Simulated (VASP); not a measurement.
Computed with PBE GGA, VASP's PBE PAW potentials (set 64) (plane waves; VASP).

The input files of a VASP run:

### INCAR
```
SYSTEM = NbTi23O48
PREC = Normal; ENCUT = 400; LREAL = Auto
LASPH = .TRUE.; ISYM = 0; NELECT = 392.0
EDIFF = 1E-5; NELM = 100; NELMIN = 4
ALGO = Fast; LMAXMIX = 4
ISMEAR = 0; SIGMA = 0.05
GGA = PE
IBRION = 2; NSW = 120; ISIF = 2
EDIFFG = -0.03
LWAVE = .FALSE.; LCHARG = .FALSE.
```

**KPOINTS**
```
Automatic mesh
0
Gamma
1 1 1
0 0 0
```

**POSCAR**
```
NbTi23O48
1
    9.3112496639     0.0000000000     0.0000000000
    0.0000000000     9.3112496639     0.0000000000
    0.0000000000     0.0000000000     8.9060270283
Ti O Nb
23 48 1
Direct
  0.9972040575   0.9934988950   0.0050190969
  0.2394333370   0.2476363466   0.1693969922
  0.9974514621   0.9966110310   0.3387637874
  0.2408804394   0.2485560514   0.5080169265
  0.9955608320   0.9976070002   0.6753139481
  0.2469067778   0.2542914721   0.8392602503
  0.9969141415   0.5024275989   0.0070660744
  0.2491022084   0.7521002468   0.1745393663
  0.9964559473   0.5023265130   0.3409154375
  0.2440975155   0.7552538680   0.5087535519
  0.9972292523   0.5020408349   0.6741491237
  0.2493685050   0.7505272599   0.8415400092
  0.4969691745   0.0019417092   0.0067075668
  0.7534529528   0.2460181792   0.1752024960
  0.4971245351   0.0027183290   0.3405450130
  0.7546095405   0.2461909838   0.5094969609
  0.4970723374   0.0012888549   0.6738844973
  0.7512500222   0.2488458120   0.8421988593
  0.4989208236   0.4946275896   0.0053110296
  0.7462009226   0.7545636282   0.1721037939
  0.7461341136   0.7543319437   0.5075134384
  0.4965239402   0.4970267619   0.6791413358
  0.7415723813   0.7486813746   0.8394433266
  0.1547990270   0.1508658185   0.9960559680
  0.4034665241   0.0980707431   0.1642201131
  0.0988851503   0.4001005975   0.1614569849
  0.3498129476   0.3479659970   0.9972299102
  0.1538401456   0.1498831731   0.3315070880
  0.4022760075   0.0975124529   0.4967956043
  0.0990792376   0.4006360320   0.4950322514
  0.3482561051   0.3481055400   0.3279500096
  0.1520878558   0.1514435113   0.6659169293
  0.4049560990   0.0995762807   0.8303949818
  0.1016684604   0.4030615184   0.8282881678
  0.3509827419   0.3463228748   0.6609030891
  0.1532413193   0.6525455959   0.9961637758
  0.4046290131   0.5985290296   0.1608804787
  0.1004925796   0.9028403940   0.1640500134
  0.3493759154   0.8490023175   0.9954377321
  0.1545211731   0.6516104588   0.3290787150
  0.4010781161   0.5987429206   0.4988574238
  0.0989595999   0.9031711264   0.4972416313
  0.3514416791   0.8470557989   0.3291175857
  0.1522663807   0.6529498613   0.6636638220
  0.4031988659   0.5983734697   0.8306405647
  0.0994109001   0.9031124191   0.8297894584
  0.3496997456   0.8484501017   0.6620910076
  0.6531716765   0.1517320754   0.9964462725
  0.9047288298   0.0976261302   0.1627995915
  0.5992492911   0.4013066923   0.1633598591
  0.8492076604   0.3495417172   0.9960271823
  0.6538788909   0.1520431490   0.3299917267
  0.9047335692   0.0990167945   0.4968317375
  0.6017386879   0.4024235217   0.4952907472
  0.8493324231   0.3489083411   0.3282971371
  0.6536481384   0.1523620220   0.6627554871
  0.9035584333   0.0989985987   0.8320204425
  0.5996314461   0.4021295364   0.8304447365
  0.8500163843   0.3484911814   0.6627396055
  0.6539686875   0.6508849556   0.9991247781
  0.9042353536   0.5992171973   0.1639722840
  0.6017695904   0.9029218874   0.1608856616
  0.8505544617   0.8468395987   0.9945373443
  0.6527488336   0.6538989069   0.3297564078
  0.9036924096   0.5990815616   0.4969012791
  0.6018497536   0.9035702343   0.4951398890
  0.8514730551   0.8477740852   0.3296911154
  0.6535980276   0.6509835438   0.6624381170
  0.9018383831   0.5969191875   0.8304310601
  0.5985797395   0.8999161778   0.8284777369
  0.8493679840   0.8488726375   0.6639017850
  0.4947684803   0.4963749497   0.3425158279
```

POTCAR, in this order: Ti O Nb_sv (PBE.64 set). Program: vasp_gam.

The cell is charged, with a uniform compensating background. The supercell is sampled at Γ alone, which is coarse: total energies, pressure and levels can be off, energies of defects by several tenths of an eV.

Q: What does the run give for the energy per atom (σ→0)?

A: 
```
Property                        Value
---------------------  --------------
energy per atom (σ→0)  -8.878 eV/atom
```

File OSZICAR:
```
...
       N       E                     dE             d eps       ncg     rms          rms(c)
DAV:   1    -0.639219603099E+03   -0.10570E-03   -0.22176E-01   480   0.115E+00    0.127E-01
RMM:   2    -0.639220013032E+03   -0.40993E-03   -0.65481E-03   473   0.252E-01    0.151E-01
RMM:   3    -0.639220184152E+03   -0.17112E-03   -0.20497E-03   581   0.108E-01    0.838E-02
RMM:   4    -0.639220147329E+03    0.36823E-04   -0.35291E-04   611   0.439E-02    0.659E-02
RMM:   5    -0.639220128352E+03    0.18978E-04   -0.10770E-04   520   0.278E-02    0.282E-02
RMM:   6    -0.639220127878E+03    0.47401E-06   -0.39517E-05   341   0.149E-02
  18 F= -.63922013E+03 E0= -.63922013E+03  d E =-.630272E-03
```

The cell is a supercell with a defect, built from TiO2 (rutile): Nb_Ti, charge +1. The run is not spin-polarised, so no state with unpaired spins was tried.
